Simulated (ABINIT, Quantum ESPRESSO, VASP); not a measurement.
One structure in several programs: Sr (Fm-3m, 1 atom in the cell)

Self-consistent single point.

```xyz
1
Lattice="0.0000 2.9759 2.9759 2.9759 0.0000 2.9759 2.9759 2.9759 0.0000" Properties=species:S:1:pos:R:3 pbc="T T T"
Sr     0.0000     0.0000     0.0000
```

Shared settings, as Quantum ESPRESSO writes them: occupations = smearing; smearing = fermi-dirac; degauss = 0.0073499 Ry; K_POINTS = automatic 8 8 8 0 0 0. Potentials and cutoffs stand in the table.

| code | model | pressure (GPa) | cutoff |
|---|---|---|---|
| Quantum ESPRESSO | LDA (PZ), PSlibrary ultrasoft (LDA, semicore) pseudopotentials | -0.98 | 45 Ry |
| ABINIT | LDA (PW92), norm-conserving pseudopotentials (PseudoDojo nc-sr-04 LDA standard) | -0.94 | 68 Ry |
| VASP | LDA (PZ), VASP's LDA PAW potentials (set 64) | -1.03 | 300 eV |

The spread over the programs that give each value: pressure within 0.09 GPa.

The same LDA comes in different parametrisations, which differ slightly.

VASP's run is marked for a possible Pulay error in its stress at this cutoff; no cutoff test was made.

The starting cell has typed, rounded lattice constants, without a prior relaxation at this level. Its lattice was rescaled by a random factor within 2.5 % of one.

Left out of this page: Ansatz, GPAW, CP2K, Elk, FLEUR and SIESTA (not drawn, or without a comparable value).
